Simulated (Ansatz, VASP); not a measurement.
## Cross-check of CoSi2 between VASP and Ansatz

One calculation is typed for both programs; each brings its own data sets. How far apart do they land? The cell is taken from a series of runs on this material, whose earlier steps may have relaxed, scaled, displaced or heated it; both programs get it as it stands.

Method: plane waves, with VASP 6.6.1 beside it; zone-centre phonons at LDA, in Ansatz 0.2.0.

## 1. The structure

The structure is cubic, space group Fm-3m (No. 225). Conventional cell: a = 5.256 Å, b = 5.256 Å, c = 5.256 Å, α = 90.00°, β = 90.00°, γ = 90.00°. Nearest to Si lie 4 Co at 2.28 Å. Nearest to Co lie 8 Si at 2.28 Å. Farther neighbours are not listed.

## 2. Ansatz: zone-centre phonons, LDA

Ansatz runs on its PAW soft_1 files.

Second derivatives magnify differences that forces hide, and they need a tight electronic threshold.

File input.yaml:

```yaml
crystal:
  lattice:
    - [0.0, 2.628210268, 2.628210268]
    - [2.628210268, 0.0, 2.628210268]
    - [2.628210268, 2.628210268, 0.0]
  atoms:
    - { symbol: Si, position: [0.25, 0.25, 0.25] }
    - { symbol: Si, position: [0.75, 0.75, 0.75] }
    - { symbol: Co, position: [0.0, 0.0, 0.0] }
kpoints:
  mp_grid: { grid: [16, 16, 16] }
hamiltonian:
  xc: lda
  pseudopotentials: { kind: paw, azcp: { folder: soft_1 }, xc_functional: pbe }
scf:
  occupations: { method: methfessel_paxton, width: 0.2 }
output:
  eigenvalues: true
phonons:
  method: dfpt
```

The run is started by

```sh
$ ansatz run input.yaml --threads 4 --pin off --max-ram 10240MiB --backend cpu --events-out ev --progress --plain --runs-dir out
```

Numbers of over 12 decimals in the logs are rounded to 6 here.

Log:

```text
zone centre: on kpoints.mp_grid the ground state, and the responses unless they are solved on pairs of k-points, stand on 349 of the mesh's 4096 k-points, reduced under 8 symmetry operations, with k and −k counted as one. Each operation leaves every solved displacement unchanged or reverses it
Engine: ansatz 0.2.0, x86_64-unknown-linux-gnu
Pseudopotentials: kind: paw
Pseudopotential: Si, paw, valence charge 4, recommended cutoff 420 eV (normal), soft_1/Si.paw.azcp
Pseudopotential: Co, paw, valence charge 17, recommended cutoff 420 eV (normal), soft_1/Co.paw.azcp
Functional definition: SPW92
  exchange = slater_x
  correlation = pw_c
Crystal: 3 atoms, lattice volume = 36.309 Å³
Basis set: ecut = 420 eV, 725 PW (Γ), exchange–correlation on 50×50×50 points (8 copies of the dense FFT grid, shifted against one another)
Bands: 17, of which v1, the nominal top of the filled ones, is band 13 counted from 1 (12 counted from 0)
Symmetry: 48 space group operations
k-points: 349 of 4096 (irreducible under 8 space group operations, time reversal used)
Non-local potential: Si, projectors of the file, l = 0: 2, l = 1: 2, l = 2: 1
Non-local potential: Co, projectors of the file, l = 0: 3, l = 1: 2, l = 2: 3, l = 3: 1
PAW form: soft (Blöchl's): semilocal exchange-correlation on the pseudo side does not see the compensation charge
PAW frozen core: Si, regenerated for the run's functional, and the local potential with it (the file was generated under x = pbe(κ = 0.804, μ = 0.219515), c = pbe(β = 0.066725))
PAW frozen core: Co, regenerated for the run's functional, and the local potential with it (the file was generated under x = pbe(κ = 0.804, μ = 0.219515), c = pbe(β = 0.066725))
PAW one-centre angular grid: Si, 110 points (default); XC on 64 Gauss nodes
PAW one-centre angular grid: Co, 590 points (default); XC on 64 Gauss nodes
Initial density: superposition of atomic densities (chi_scale 0.1, normalization cell, long waves kept (reshape's long-wave potential 0.00 eV rms))
Initial wavefunctions: pseudopotential atomic-orbital guess
Functional: x = slater, c = lda
SCF iter   1: F=—  HF=-6283.225303 eV  |F-HF|=—  |Δ(HF+E_count)|=         —  Δρ=1.39e-1  dr2=8.02e0  ethr=3.10e-3  ⟨swp⟩=5.0  Hψ=30148  notcnv=0
preconditioner: auto → Kerker (q_TF=auto, 2.564 Å⁻¹)  [metal: Δε(μ)=0.042 eV  Ē_g=9.152 eV  σ=0.200 eV  W_gap=0.18  n_scr=14 (ndim 8)  ℏωp=25.4 eV  f_vac=0.000  D(μ)=0.93/eV (n_scr^D=8)]
SCF iter   2: F=—  HF=-6282.448822 eV  |F-HF|=—  |Δ(HF+E_count)|=   7.76e-1  S|Δr|=    0.00e0  Δρ=6.00e-2  dr2=2.06e0  ethr=3.10e-3  ⟨swp⟩=2.4  Hψ=12037  notcnv=0  defer=77
SCF iter   3: F=—  HF=-6281.959901 eV  |F-HF|=—  |Δ(HF+E_count)|=   4.89e-1  S|Δr|=    0.00e0  Δρ=2.28e-2  dr2=2.53e-1  ethr=3.10e-3  ⟨swp⟩=2.1  Hψ=10356  notcnv=0  defer=77
SCF iter   4: F=—  HF=-6281.926458 eV  |F-HF|=—  |Δ(HF+E_count)|=   3.34e-2  S|Δr|=    0.00e0  Δρ=1.02e-2  dr2=2.76e-2  ethr=1.01e-3  ⟨swp⟩=1.7  Hψ=9017  notcnv=0  defer=73
SCF iter   5: F=—  HF=-6281.924787 eV  |F-HF|=—  |Δ(HF+E_count)|=   1.67e-3  S|Δr|=    0.00e0  Δρ=4.05e-3  dr2=6.95e-3  ethr=1.10e-4  ⟨swp⟩=1.1  Hψ=6182  notcnv=0  defer=73
SCF iter   6: F=—  HF=-6281.923712 eV  |F-HF|=—  |Δ(HF+E_count)|=   1.08e-3  S|Δr|=    0.00e0  Δρ=1.01e-3  dr2=5.78e-4  ethr=2.78e-5  ⟨swp⟩=1.0  Hψ=5895  notcnv=0  defer=73
SCF iter   7: F=—  HF=-6281.923591 eV  |F-HF|=—  |Δ(HF+E_count)|=   1.21e-4  S|Δr|=    0.00e0  Δρ=1.49e-4  dr2=1.33e-5  ethr=2.31e-6  ⟨swp⟩=2.1  Hψ=8735  notcnv=0  defer=73
SCF iter   8: F=—  HF=-6281.923584 eV  |F-HF|=—  |Δ(HF+E_count)|=   7.08e-6  S|Δr|=    0.00e0  Δρ=1.39e-5  dr2=1.02e-7  ethr=5.33e-8  ⟨swp⟩=2.4  Hψ=7815  notcnv=0  defer=73
SCF iter   9: F=—  HF=-6281.923584 eV  |F-HF|=—  |Δ(HF+E_count)|=   1.11e-7  S|Δr|=    0.00e0  Δρ=2.38e-6  dr2=2.28e-9  ethr=4.09e-10  ⟨swp⟩=2.2  Hψ=8580  notcnv=0  defer=73
SCF iter  10: F=-6281.923584 eV  HF=-6281.923584 eV  |F-HF|=2.73e-12  |Δ(HF+E_count)|=  4.18e-10  S|Δr|=    0.00e0  Δρ=1.89e-7  dr2=7.03e-12  ethr=1.00e-12  ⟨swp⟩=5.9  Hψ=32226  notcnv=0
SCF 1 converged in 10 iterations: F = -6281.923584 eV  dr2 = 7.03e-12
  greatest PAW one-centre occupation: 1.001 electrons in one spin orbital (limit 2), on the Co atom at site 2 (counted from 0), in its partial waves of l = 1
DFPT response loops at Γ: preconditioner auto → Kerker (q_TF=auto, 2.564 Å⁻¹) (partly filled bands, converged f_vac=0.000); β = 1.00, the filter's whole step (`scf.mixing.beta` (0.50) is not read by the response loops under this deck's `scf.mixing.preconditioner`; to damp them name `kerker` or `kerker_dos`, under which they read `scf.mixing.beta`, and type it under 1.00, their step now; both keys bind the ground state too); Broyden in place of MSR1
SCF converged after 10 iterations
Stability not checked: this state was not tested for a lower state beside it, because cold or Methfessel-Paxton smearing, or corrected tetrahedra, fill the levels in a way that the test cannot read (fill_not_monotonic; see scf.lower_state_search)
Free energy (F): -6281.923584 eV
Harris-Foulkes:  -6281.923584 eV  (|F-HF|=2.73e-12)
Internal energy: -6281.924380 eV  (E = F + TS)
E sigma→0 (E₀):  -6281.923783 eV
Entropy (-TS):   0.000796 eV (0.265 meV/atom)
Fermi energy:    13.517732 eV
--- Per-component energies (eV) ---
  E_band       = -268.042262
  E_kinetic    = 388.801955
  E_local      = -3853.442958  (includes V_loc(G=0)·N_el)
  E_nonlocal   = 486.660963
  E_hartree    = 1749.307879
  E_xc         = -210.156598
  E_vxc        = -223.165128  (∫ρ·V_xc dr)
  E_paw        = -2481.273901  (= ΣΔE_a)
  E_vpaw       = -565.512795  (= ΣTr[D̂ρ^β])
  E_aug_tail   = 0.000021  (compensation charges beyond the density's cutoff)
  E_ewald      = -2362.408653
  E_core_change = 0.586913  (= ΣΔE_core)
  E_smearing   = 0.000796  (= −TS)
  E_closure    = 0.000000  (closes the sum)
  Σ components = -6281.923584   (vs F -6281.923584, Δ=0.00e0)
--- Band table (eV; the first three rows and the last of 349) ---
  k-point 0: bands = [... 9 lower, 11.4340, 14.7513, 17.0104, 17.0104, 17.0104, 17.1931, 17.1931, 17.1931]
  k-point 1: bands = [... 9 lower, 11.4143, 14.7799, 15.9524, 16.5096, 16.5096, 17.7272, 17.7272, 18.3138]
  k-point 2: bands = [... 9 lower, 11.3645, 14.3459, 15.5113, 15.9466, 15.9466, 18.2048, 18.2048, 18.9089]
  k-point 348: bands = [... 9 lower, 11.0488, 11.3778, 11.9378, 12.8005, 17.4141, 17.4141, 19.4134, 20.3441]
--- Phonons (Γ-DFPT): 2 representative perturbations + reference, on 349 of 4096 k-points (Σ response iterations 6) ---
  k mesh reduced under 8 symmetry operations, with k and −k counted as one. Each operation leaves every solved displacement unchanged or reverses it
  ASR residual: 4.651e-5 → 0.000e0 eV/Å²; symmetrization residual: 6.046e-7 eV/Å²
  ASR residual per site (eV/Å²): 4.65e-5 4.65e-5 1.59e-5
  Γ frequencies (cm⁻¹): 0.00 0.00 0.00 354.59 354.59 354.59 355.07 355.07 355.07
  non-analytic LO–TO correction: not included (Born effective charges unavailable; polar crystals: no LO–TO splitting at Γ)
```

Reading the cycles: dr2 is the Hartree energy of the density residual (eV), the measure of convergence; HF is the Harris–Foulkes estimate of the energy, which meets the free energy F at convergence.

(Continued in part 2 of 2.)

[Lines on the potential files, build, host, timing and source positions are cut from VASP's logs without a mark.]

[Logs are printed without paths, hosts, clocks, repeated set-up lines and the standing remarks that a program may print on its own settings, such as how far it seeks lower states.]

[Hosts, paths, dates, database ids (printed as entryN), source tags and the programs' standing remarks are cut or masked in the printed files.]
